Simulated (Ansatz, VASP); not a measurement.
# SnH5CN2Cl3 in two plane-wave programs, part 2 of 2

Wanted: the spread between two codes on one cell, functional and k mesh. The cell is taken from a series of runs on this material, whose earlier steps may have relaxed, scaled, displaced or heated it; both programs get it as it stands.

VASP 6.6.1 and Ansatz 0.2.0.

So far: The structure; VASP: G0W0 gap, PBE.

## Step 3: Ansatz: G0W0 gap, PBE

Level of this step: Ansatz beside VASP: Kohn-Sham DFT, plane waves, PBE (Ansatz).

Ansatz runs on its PAW soft_1 files.

The same cell, functional and mesh now go to Ansatz, which takes its cutoff from its data sets.

Input file input.yaml:

```yaml
crystal:
  lattice:
    - [6.131094305, 0.0, 0.0]
    - [0.0, 3.917078865, 4.153885]
    - [0.0, -3.917078865, 4.153885]
  atoms:
    - { symbol: Sn, position: [0.5, 0.3798096617, 0.3798096617] }
    - { symbol: H, position: [0.2006746883, 0.724245825, 0.724245825] }
    - { symbol: H, position: [0.7993253117, 0.724245825, 0.724245825] }
    - { symbol: H, position: [0.3253201947, 0.9145973247, 0.9145973247] }
    - { symbol: H, position: [0.6746798053, 0.9145973247, 0.9145973247] }
    - { symbol: H, position: [0.0, 0.0525123847, 0.0525123847] }
    - { symbol: C, position: [0.0, 0.9209489289, 0.9209489289] }
    - { symbol: "N", position: [0.1880660857, 0.8466777848, 0.8466777848] }
    - { symbol: "N", position: [0.8119339143, 0.8466777848, 0.8466777848] }
    - { symbol: Cl, position: [0.5, 0.8393025645, 0.3499481386] }
    - { symbol: Cl, position: [0.5, 0.3499481386, 0.8393025645] }
    - { symbol: Cl, position: [0.0, 0.4132344525, 0.4132344525] }
kpoints:
  mp_grid: { grid: [2, 2, 2] }
hamiltonian:
  xc: pbe
  pseudopotentials: { kind: paw, azcp: { folder: soft_1 } }
scf:
  occupations: { method: fixed }
gw:
  n_empty_bands: 728
  ecut_chi: 140
  qp_bands: [v4, c4]
  qp_kpoints: band_edges
  screening: { model: contour_deformation }
```

Started as:

```sh
$ ansatz run input.yaml --threads 2 --pin off --max-ram 92160MiB --backend cuda --events-out ev --progress --plain --runs-dir out --devices 1 --max-vram 13GiB
```

Numbers of over 12 decimals in the logs are rounded to 6 here.

Output:

```text
GPUs: using 1 of 1 available (devices: 1).
Engine: ansatz 0.2.0, x86_64-unknown-linux-gnu
Pseudopotentials: kind: paw
Pseudopotential: Sn, paw, valence charge 14, recommended cutoff 420 eV (normal), soft_1/Sn.paw.azcp
Pseudopotential: H, paw, valence charge 1, recommended cutoff 420 eV (normal), soft_1/H.paw.azcp
Pseudopotential: C, paw, valence charge 4, recommended cutoff 420 eV (normal), soft_1/C.paw.azcp
Pseudopotential: N, paw, valence charge 5, recommended cutoff 420 eV (normal), soft_1/N.paw.azcp
Pseudopotential: Cl, paw, valence charge 7, recommended cutoff 420 eV (normal), soft_1/Cl.paw.azcp
Functional definition: PBE
  parameter kappa = 0.804
  parameter beta = 0.066725
  exchange = pbe_x(kappa = kappa, mu = beta*pi^2/3)
  correlation = pbe_c(beta = beta)
device memory: the entry about to start is reckoned to put 1.7 GiB on a device that reports 24.0 GiB free (of which the cap on the GPU budget leaves the run 13.0 GiB)
GPU FFT provider: cuFFT
GPU libraries: cuBLAS 13.8.2, cuFFT 12.4.0, cuSOLVER 12.3.4
Crystal: 12 atoms, lattice volume = 199.519 Å³
Basis set: ecut = 420 eV, 3881 PW (Γ)
Bands: 39, of which v1, the nominal top of the filled ones, is band 27 counted from 1 (26 counted from 0)
Symmetry: 4 space group operations
Space group: Amm2 (ITA 38), of the structure as read, at distance tolerance 5.8e-5 Å
k-points: 6 of 8
Non-local potential: Sn, projectors of the file, l = 0: 2, l = 1: 2, l = 2: 2, l = 3: 1
Non-local potential: H, projectors of the file, l = 0: 2, l = 1: 1
Non-local potential: C, projectors of the file, l = 0: 2, l = 1: 2, l = 2: 1
Non-local potential: N, projectors of the file, l = 0: 2, l = 1: 2, l = 2: 1
Non-local potential: Cl, projectors of the file, l = 0: 2, l = 1: 2, l = 2: 1
PAW form: soft (Blöchl's): semilocal exchange-correlation on the pseudo side does not see the compensation charge
PAW one-centre angular grid: Sn, 590 points (default); XC on 64 Gauss nodes
PAW one-centre angular grid: H, 110 points (default); XC on 64 Gauss nodes
PAW one-centre angular grid: C, 110 points (default); XC on 64 Gauss nodes
PAW one-centre angular grid: N, 110 points (default); XC on 64 Gauss nodes
PAW one-centre angular grid: Cl, 110 points (default); XC on 64 Gauss nodes
Initial density: superposition of atomic densities (chi_scale 0.1, normalization cell), built separately for each of the 2 bonded fragments (scf.initial_density.interfragment_charge_transfer: auto; true builds it for the cell as a whole; a typed value also counts as a typed key of the start: scf.initial_density.chi_scale says what that changes, if anything)
Initial wavefunctions: pseudopotential atomic-orbital guess
GPU buffer pool allocated for 72000 grid points (all kernels)
GPU transforms: local potential and band sums: pruned to the plane-wave sphere, on 45×40×40
Functional: x = pbe(κ = 0.804, μ = 0.219515), c = pbe(β = 0.066725)
SCF iter   1: F=—  HF=-10369.883683 eV  |F-HF|=—  |Δ(HF+E_count)|=         —  Δρ=7.19e-2  dr2=8.94e0  ethr=3.10e-3  ⟨swp⟩=5.0  Hψ=895  notcnv=0  defer=56
preconditioner: auto → Resta (q_TF=auto, 2.194 Å⁻¹)  ε∞=2.8  [insulator: Δε(μ)=1.436 eV  Ē_g=12.334 eV  n_scr=28 (ndim 8)  ℏωp=16.6 eV  f_vac=0.058  ε∞_Penn≈2.8]
SCF iter   2: F=—  HF=-10367.397081 eV  |F-HF|=—  |Δ(HF+E_count)|=    2.49e0  Δρ=3.20e-2  dr2=1.41e0  ethr=3.10e-3  ⟨swp⟩=3.0  Hψ=527  notcnv=0  defer=58
SCF iter   3: F=—  HF=-10367.100591 eV  |F-HF|=—  |Δ(HF+E_count)|=   2.96e-1  Δρ=1.16e-2  dr2=2.30e-1  ethr=2.60e-3  ⟨swp⟩=2.0  Hψ=378  notcnv=0  defer=58
SCF iter   4: F=—  HF=-10367.075794 eV  |F-HF|=—  |Δ(HF+E_count)|=   2.48e-2  Δρ=2.69e-3  dr2=1.59e-2  ethr=4.25e-4  ⟨swp⟩=2.0  Hψ=337  notcnv=0  defer=60
SCF iter   5: F=—  HF=-10367.081200 eV  |F-HF|=—  |Δ(HF+E_count)|=   5.41e-3  Δρ=8.38e-4  dr2=1.75e-3  ethr=2.94e-5  ⟨swp⟩=2.2  Hψ=308  notcnv=0  defer=60
SCF iter   6: F=—  HF=-10367.082845 eV  |F-HF|=—  |Δ(HF+E_count)|=   1.64e-3  Δρ=1.73e-4  dr2=7.79e-5  ethr=3.25e-6  ⟨swp⟩=2.2  Hψ=365  notcnv=0  defer=60
SCF iter   7: F=—  HF=-10367.082867 eV  |F-HF|=—  |Δ(HF+E_count)|=   2.23e-5  Δρ=4.99e-5  dr2=5.54e-6  ethr=1.44e-7  ⟨swp⟩=2.0  Hψ=357  notcnv=0  defer=58
SCF iter   8: F=—  HF=-10367.082875 eV  |F-HF|=—  |Δ(HF+E_count)|=   7.56e-6  Δρ=1.01e-5  dr2=2.99e-7  ethr=1.03e-8  ⟨swp⟩=2.0  Hψ=292  notcnv=0  defer=58
SCF iter   9: F=-10367.082875 eV  HF=-10367.082875 eV  |F-HF|=2.22e-8  |Δ(HF+E_count)|=   4.72e-7  Δρ=2.25e-6  dr2=1.07e-8  ethr=1.85e-10  ⟨swp⟩=15.3  Hψ=1455  notcnv=0
SCF 1 converged in 9 iterations: F = -10367.082875 eV  dr2 = 1.07e-8
  greatest PAW one-centre occupation: 0.993 electrons in one spin orbital (limit 2), on the Sn atom at site 0 (counted from 0), in its partial waves of l = 2
device memory: the entry about to start is reckoned to put 2.2 GiB on a device that reports 24.0 GiB free (of which the cap on the GPU budget leaves the run 13.0 GiB)
NSCF: frozen V_eff on 6 k-points
the band table was solved once the SCF had ended and its energy, with any forces and stress, was formed, with the checks that follow a solve (1020 applications of the Hamiltonian). They found nothing against the state; the energy, forces and stress were not computed again (output.eigenvalues in the input reference)
device memory: the entry about to start is reckoned to put 4.4 GiB on a device that reports 24.1 GiB free (of which the cap on the GPU budget leaves the run 13.0 GiB)
NSCF: frozen V_eff on 6 k-points
G₀W₀ screening: q 1/6
[... further progress lines ...]
device memory: the entry about to start is reckoned to put 0.7 GiB on a device that reports 33.4 GiB free (of which the cap on the GPU budget leaves the run 13.0 GiB)
NSCF: frozen V_eff on 1 k-points
device memory: the entry about to start is reckoned to put 0.7 GiB on a device that reports 33.4 GiB free (of which the cap on the GPU budget leaves the run 13.0 GiB)
NSCF: frozen V_eff on 1 k-points
SCF converged after 9 iterations
Free energy (F): -10367.082875 eV
Harris-Foulkes:  -10367.082875 eV  (|F-HF|=2.22e-8)
Internal energy: -10367.082875 eV  (E = F + TS)
E sigma→0 (E₀):  -10367.082875 eV
Fermi energy:    2.283357 eV
--- Per-component energies (eV) ---
  E_band       = -424.158493
  E_kinetic    = 1038.012166
  E_local      = -3442.381439  (includes V_loc(G=0)·N_el)
  E_nonlocal   = 335.984475
  E_hartree    = 1358.343910
  E_xc         = -654.600590
  E_vxc        = -689.483253  (∫ρ·V_xc dr)
  E_paw        = -6705.739568  (= ΣΔE_a)
  E_vpaw       = -382.974914  (= ΣTr[D̂ρ^β])
  E_aug_tail   = -0.002732  (compensation charges beyond the density's cutoff)
  E_ewald      = -2296.699098
  E_smearing   = -0.000000  (= −TS)
  E_closure    = -0.000000  (closes the sum)
  Σ components = -10367.082875   (vs F -10367.082875, Δ=0.00e0)
--- Band table (eV; the first three rows and the last of 6) ---
  k-point 0: bands = [... 23 lower, -0.1890, 0.1994, 0.4499, 0.6566, 5.2388, 6.1805, 6.5873, 7.3428, ... 8 higher]
  k-point 1: bands = [... 23 lower, 0.2569, 0.3001, 0.5789, 0.8961, 4.9201, 5.2844, 6.1933, 7.0902, ... 8 higher]
  k-point 2: bands = [... 23 lower, 0.2545, 0.3191, 0.5540, 1.8193, 4.3671, 4.4925, 5.4072, 5.8047, ... 8 higher]
  k-point 5: bands = [... 23 lower, 0.0182, 0.4668, 0.7526, 2.2834, 3.8152, 4.3371, 4.4326, 5.4380, ... 8 higher]
--- G₀W₀: contour deformation, 7 samples at zero and on the imaginary axis and 1 off it, 8 q-points, 728 empty bands' worth ---
  eigenvalues of the whole cell's RPA ε∞ on this k-mesh (on a slab, of 1 + 4πα/V) = 5.8575, 6.4511, 6.5325; static W/v taken at q = 0 is 0.159523
  gw.qp_kpoints: band_edges: 6 of 6 stored k-points solved, in 1 pass; an edge of the gap read off the rows below is read off those points alone
  `?` marks the rows in doubt; gw_qp.tsv's column doubts and the gw_qp event give each row's grounds
    ik  band        ε_KS         Σx   Σc(E_QP)       V_xc       Z   E_QP_lin       E_QP  E_QP is
     0    24     -0.1890   -20.4241     3.4447   -15.8275  0.7053    -1.4121    -1.3409  root
     0    25      0.1994   -20.4231     3.1946   -16.1997  0.7027    -0.8819    -0.8293  root
     0    26      0.4499   -20.0159     3.3106   -15.5955  0.7003    -0.7274    -0.6599  root
     0    27      0.6566   -20.3769     3.4633   -15.7628  0.6994    -0.5685    -0.4942  root
     0    28      5.2388    -8.7705    -4.3005   -14.2980  0.7521     6.5370     6.4658  root
     0    29      6.1805    -5.5343    -4.0332   -10.1002  0.7769     6.7223     6.7131  root
     0    30      6.5873    -9.1395    -4.3521   -13.9254  0.7103     7.0300     7.0210  root
     0    31      7.3428    -7.5741    -4.2470   -12.2606  0.7373     7.7908     7.7822  root
     1    24      0.2569   -20.9180     3.1777   -16.6787  0.7130    -0.8577    -0.8046  root
     1    25      0.3001   -19.8949     3.2285   -15.5622  0.7011    -0.8707    -0.8042  root
     1    26      0.5789   -20.1450     3.4538   -15.5360  0.6992    -0.6522    -0.5763  root
     1    27      0.8961   -19.7340     2.1963   -16.5873  0.7229    -0.0950    -0.0542  root
     1    28      4.9201    -8.2877    -3.9712   -12.7206  0.7524     5.3891     5.3818  root
     1    29      5.2844    -8.9605    -4.3847   -14.5975  0.7497     6.6138     6.5368  root
     1    30      6.1933    -8.8210    -4.1482   -13.3807  0.7223     6.6114     6.6048  root
     1    31      7.0902    -7.0145    -4.3053   -12.0046  0.7551     7.7928     7.7750  root
     2    24      0.2545   -19.5936     3.3490   -15.1235  0.6983    -0.9379    -0.8667  root
     2    25      0.3191   -21.4249     3.1220   -17.2339  0.7222    -0.8011    -0.7500  root
     2    26      0.5540   -20.0271     3.4340   -15.4419  0.6994    -0.6727    -0.5972  root
     2    27      1.8193   -19.6219     1.6013   -17.1552  0.7342     0.9241     0.9539  root
     2    28      4.3671    -7.6965    -3.8560   -11.9346  0.7597     4.7539     4.7493  root
     2    29      4.4925    -7.5013    -3.9061   -11.8699  0.7588     4.9620     4.9550  root
     2    30      5.4072    -9.1331    -4.4571   -14.8460  0.7466     6.7415     6.6631  root
     2    31      5.8047    -8.6807    -3.9539   -13.0246  0.7330     6.1994     6.1946  root
[...]
4    31      6.9404    -8.4911    -4.2261   -13.2145  0.7358     7.4474     7.4376  root
     5    24      0.0182   -20.8466     3.3003   -16.4284  0.7114    -1.1620    -1.0997  root
     5    25      0.4668   -20.1536     3.3051   -15.7332  0.7027    -0.7151    -0.6484  root
     5    26      0.7526   -20.6185     3.4057   -16.0709  0.7026    -0.4596    -0.3893  root
     5    27      2.2834   -19.1858     1.3715   -16.9680  0.7385     1.4115     1.4370  root
     5    28      3.8152    -6.9619    -3.6833   -10.9589  0.7632     4.1318     4.1289  root
     5    29      4.3371    -7.8482    -3.8786   -12.1210  0.7602     4.7361     4.7312  root
     5    30      4.4326    -7.3233    -3.8606   -11.5600  0.7600     4.8131     4.8086  root
     5    31      5.4380    -9.3400    -4.5363   -15.2390  0.7463     6.9074     6.8008  root ?
```

## Step 4: Side by side

Known differences besides the potentials themselves: fixed occupations in Ansatz, narrow Gaussian smearing in VASP; the cutoff is 420 eV in Ansatz and 450 eV in VASP; VASP leaves aspherical gradient terms in its spheres out (LASPH is not set), Ansatz keeps them; Ansatz integrates over frequency by contour deformation, VASP on a grid of NOMEGA points; Ansatz's G0W0 levels solve the quasiparticle equation, VASP's are linearised. Total energies have different zeros and are not compared.

The two programs side by side:

| quantity | Ansatz | VASP | difference |
| --- | --- | --- | --- |
| G0W0 gap on the mesh (eV) | 2.69 | 2.74 | -0.04 |
| Kohn-Sham gap under it (eV) | 1.53 | 1.53 | 0.00 |

## Step 5: Results

```
difference in G0W0 gap on the mesh (G0W0 gap, PBE) : -0.045 eV
```

What this shows: The difference in G0W0 gap on the mesh is -0.045 eV (G0W0 gap, PBE). How closely two codes agree says nothing of how well the functional describes the real material.

[Lines on the potential files, build, host, timing and source positions are cut from VASP's logs without a mark.]

[Logs are printed without paths, hosts, clocks, repeated set-up lines and the standing remarks that a program may print on its own settings, such as how far it seeks lower states.]

[Hosts, paths, dates, database ids (printed as entryN), source tags and the programs' standing remarks are cut or masked in the printed files.]
